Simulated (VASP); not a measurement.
# CoC23 (a cell with a defect) in VASP: a series of runs, part 2 of 2

VASP 6.6.1. Earlier steps stand in the parts before.

## Step 4: Single point, PBEsol, collinear spin, ferromagnetic start

INCAR

```
SYSTEM = CoC23
PREC = Accurate ; ENCUT = 450
EDIFF = 1E-5 ; ISMEAR = 0
SIGMA = 0.03 ; LREAL = Auto
LASPH = .TRUE. ; NELM = 120
ALGO = Normal ; ISIF = 2
LWAVE = .FALSE. ; LCHARG = .FALSE.
ISPIN = 2 ; MAGMOM = 1 0 0 0 0 0 0 0 0 0 0 0 0 0 0 0 0 0 0 0 0 0 0 0
LORBIT = 11 ; NUPDOWN = 1
LMAXMIX = 4 ; GGA = PS
NBANDS = 72 ; ISYM = 0
KPAR = 4
```

KPOINTS

```
Automatic mesh
0
G
  3 4 4
  0 0 0
```

POSCAR

```
CoC23                                   
1.0
    0.0000000000      5.3503200000      5.3503200000
    3.5668800000      0.0000000000      3.5668800000
    3.5668800000      3.5668800000      0.0000000000
  Co              C             
     1    23
Direct
     0.9983324907932565    0.0008668805022164    0.9976836596459712
     0.0009393379283153    0.9991166859729713    0.4962649425970048
     0.0009486416673892    0.4990705284221525    0.9963917883437972
     0.0010251057200016    0.4993562876872253    0.4964964277620974
     0.3338571370441947    0.0015523767317111    0.9989417318547115
     0.3386385622832975    0.9988098232821918    0.4897038082797182
     0.3386783114898459    0.4925112166993523    0.9960112183936440
     0.3330865140533815    0.5000525285321722    0.4974779614301031
     0.6680797438506496    0.9981919862584894    0.9954356231269985
     0.6617484392551822    0.0015963002176802    0.5020260667810995
     0.6617755987224023    0.5048192120534586    0.9988511416472495
     0.6678922875307317    0.4990057786046572    0.4963414657402317
     0.0938058313413729    0.1360516259934186    0.1333137871420144
     0.0958257624133339    0.1345008982472740    0.5827476977411632
     0.0959036041227929    0.5857778861116222    0.1315700479705288
     0.0848247796129922    0.6240651402706145    0.6213413024191135
     0.4254402855522293    0.1185730660177272    0.1157301308667261
     0.4136791897972215    0.1253445160816807    0.6267933178006823
     0.4137354827495483    0.6293276057246892    0.1227572250974908
     0.4183553073724433    0.6233447393613046    0.6205495436234926
     0.7176726162710478    0.1417426186056196    0.1389440289229677
     0.7511459928247689    0.1251757088315824    0.6210412417467974
     0.7511395222451591    0.6237799542201344    0.1224807621671123
     0.7491864553584587    0.6249916355700484    0.6222230788992771
```

Potentials or basis: VASP PAW PBE potentials, release 64 (Co, C).

Launch:

```sh
> cat potpaw_PBE.64/Co/POTCAR potpaw_PBE.64/C/POTCAR > POTCAR
> mpirun -np 4 vasp_std > vasp.out
```

OUTCAR:

```text
SYSTEM = CoC23
   PREC = Accurate
   ENCUT = 450
   EDIFF = 1E-5
   ISMEAR = 0
   LREAL = Auto
   LASPH = .TRUE.
   NELM = 120
   ISIF = 2
   ISPIN = 2
   LORBIT = 11
   NUPDOWN = 1
   GGA = PS
   ISYM = 0

 ion  position               nearest neighbor table
   1  0.998  0.001  0.998-  13 1.71  14 1.71  15 1.71  21 1.73   9 2.51   3 2.52   2 2.52   4 2.52
                             4 2.52   2 2.52   3 2.52   5 2.54  11 2.54  10 2.55   6 2.57   7 2.57
   2  0.001  0.999  0.496-  13 1.50  14 1.51  22 1.54  16 1.54   1 2.52   1 2.52
   3  0.001  0.499  0.996-  13 1.50  15 1.51  23 1.54  16 1.54   1 2.52   1 2.52
   4  0.001  0.499  0.496-  14 1.51  15 1.51  16 1.55  24 1.56   1 2.52   1 2.52
   5  0.334  0.002  0.999-  13 1.49  17 1.53  18 1.53  19 1.53   1 2.54
   6  0.339  0.999  0.490-  14 1.51  17 1.54  20 1.55  18 1.55   1 2.57
   7  0.339  0.493  0.996-  15 1.50  17 1.54  20 1.55  19 1.55   1 2.57
   8  0.333  0.500  0.497-  16 1.53  20 1.54  18 1.54  19 1.54
[... 3411 lines left out ...]
      4.44867      6.22778      6.23766         0.001484     -0.012732     -0.010566
 -----------------------------------------------------------------------------------
    total drift:                                0.001066      0.000223      0.001306

  FREE ENERGIE OF THE ION-ELECTRON SYSTEM (eV)
  ---------------------------------------------------
  free  energy   TOTEN  =      -222.3479480059 eV

  energy  without entropy=     -222.3467390339  energy(sigma->0) =     -222.34734352

 total charge

# of ion       s       p       d       tot
------------------------------------------
    1        0.792   0.864   7.974   9.630
    2        0.835   1.763   0.000   2.598
    3        0.835   1.763   0.000   2.598
    4        0.833   1.751   0.000   2.584
    5        0.837   1.778   0.000   2.615
    6        0.831   1.752   0.000   2.583
[... 16 lines left out ...]
   23        0.828   1.738   0.000   2.566
   24        0.826   1.729   0.000   2.555
--------------------------------------------------
tot         20.019  41.298   7.974  69.291

 magnetization (x)

# of ion       s       p       d       tot
------------------------------------------
    1        0.006   0.123   0.459   0.588
    2        0.001   0.002   0.000   0.003
    3        0.001   0.002   0.000   0.003
    4        0.001   0.002   0.000   0.002
    5        0.003   0.004   0.000   0.006
    6        0.001   0.002   0.000   0.003
[... 16 lines left out ...]
   23        0.001   0.005   0.000   0.007
   24        0.001   0.005   0.000   0.006
--------------------------------------------------
tot          0.042   0.283   0.459   0.784
```

Run time: 2.8 min. Hardware: 4 MPI ranks of Intel Xeon 6975P-C (Granite Rapids), shared host; peak memory 0.46 GiB.

What came out:

```yaml
Free_energy: -222.3479 eV
Largest_force: 0.388 eV/Å
Net_moment: 1.00 μB per cell
Site_moments: Co +0.59; C +0.00, +0.01, -0.00, +0.02, +0.06 μB
Valence_electrons_inside_the_program's_atomic_spheres: Co 9.63; C 2.60, 2.58, 2.62, 2.61, 2.66, 2.64, 2.57, 2.65, 2.56
```

Forces on the atoms (eV/Å):
```
Co   0.030 -0.029 -0.055
C    0.010 -0.014  0.011
C    0.007  0.016 -0.012
C   -0.017 -0.001  0.000
C   -0.023  0.056  0.058
C   -0.044  0.016  0.060
C   -0.045  0.061  0.012
C   -0.004 -0.005  0.003
C   -0.020 -0.056 -0.055
C    0.057  0.009 -0.050
C    0.052 -0.049  0.003
C   -0.002 -0.004  0.007
C    0.192  0.218  0.221
C   -0.224 -0.192  0.227
C   -0.210  0.208 -0.206
C   -0.009  0.012  0.012
C   -0.013  0.013  0.003
C    0.001 -0.011 -0.004
C    0.012 -0.020  0.001
C    0.011 -0.003 -0.010
C    0.227 -0.218 -0.226
C    0.003 -0.002  0.004
C    0.005  0.008  0.004
C    0.001 -0.013 -0.011
```

Caveat: the k mesh is coarse (spacing up to 0.38 Å⁻¹), so the values aren't converged; the PAW data sets were made with another functional, which shifts forces and pressure a little; the total moment is fixed, so each spin has its own Fermi level.

## Step 5: Summary

```csv
level,fixed moment (μB),k mesh,grid for exact exchange (PRECFOCK),screening parameter,moment (μB),largest force (eV/Å)
PBEsol,5,3 × 4 × 4,-,-,5.00,0.38
HSE06,5,2 × 2 × 2,Fast,0.2 1/A,5.00,0.42
PBEsol,1,3 × 4 × 4,-,-,1.00,0.39
```

Some of these runs hold the atoms at other places in the same cell, which the table doesn't show; runs alike in all that it shows share one row.

Alike in all rows: task single point; potentials or basis VASP PAW PBE potentials, release 64 (Co, C); spin collinear, ferromagnetic start; cell as given; cutoff (eV) 450; smearing gaussian 0.03 eV; the mesh is coarse, so values aren't converged.

Caveats: all runs use coarse meshes; the PAW data sets were made with another functional, which shifts forces and pressure a little; the total moment is fixed, so each spin has its own Fermi level.

Total energies depend on the potentials used, so only differences within one code and one set of settings carry meaning.
